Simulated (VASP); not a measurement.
A convergence study with VASP on NiO (space group no. 225 when undisturbed): a few settings are varied, all else stays as given below, so the limit is that of these other settings. One atom is moved off its site, so that forces are finite.

```
CELL_PARAMETERS angstrom
      4.15910     2.07955     2.07955
      2.07955     4.15910     2.07955
      2.07955     2.07955     4.15910
ATOMIC_POSITIONS crystal
  Ni 0.00347 0.00347 0.00347
  Ni 0.50000 0.50000 0.50000
  O  0.25000 0.25000 0.25000
  O  0.75000 0.75000 0.75000
```
Starting moments (μB, in the order of the record's atoms Ni Ni O O): 2.0 -2.0 0.0 0.0.

All values below come from PBEsol GGA, VASP's PBE PAW potentials (set 64) (plane waves; VASP). The last row used: 400 eV cut-off, 10×10×10 Γ-centred mesh, Fermi-Dirac smearing of 0.010 eV, potentials Ni O.

Gaps are read on the run's mesh, which can miss a band edge.

| setting | E (eV/atom) | pressure (GPa) | largest force (eV/Å) | gap on the mesh (eV) | moment (μB) | irreducible k-points |
|---|---|---|---|---|---|---|
| EDIFF = 1E-01 | -6.3292 | 7.21 | 0.539 | 0.417 | 0.002 | 116 |
| EDIFF = 1E-02 | -6.3252 | -4.62 | 0.498 | 0.731 | 0.000 | 116 |
| EDIFF = 1E-03 | -6.3253 | -11.86 | 0.503 | 0.726 | 0.000 | 116 |
| EDIFF = 1E-04 | -6.3254 | -12.51 | 0.497 | 0.719 | 0.000 | 116 |
| EDIFF = 1E-05 | -6.3254 | -12.09 | 0.498 | 0.717 | 0.000 | 116 |
| EDIFF = 1E-06 | -6.3254 | -11.97 | 0.498 | 0.718 | 0.000 | 116 |
| EDIFF = 1E-07 | -6.3254 | -11.96 | 0.498 | 0.718 | 0.000 | 116 |
| EDIFF = 1E-08 | -6.3254 | -11.96 | 0.498 | 0.718 | 0.000 | 116 |
| EDIFF = 1E-10 | -6.3254 | -11.96 | 0.498 | 0.718 | 0.000 | 116 |
| EDIFF = 1E-12 | -6.3254 | -11.96 | 0.498 | 0.718 | 0.000 | 116 |

Left out are rungs that failed or repeat a setting and relaxations that didn't move; long series are thinned to 24 rows.

The structure is a typed NiO crystal (space group no. 225). The cell was not relaxed at this level, it is distorted from the ideal structure. The spin order is the one that the start imposed; others were not tried in this run.
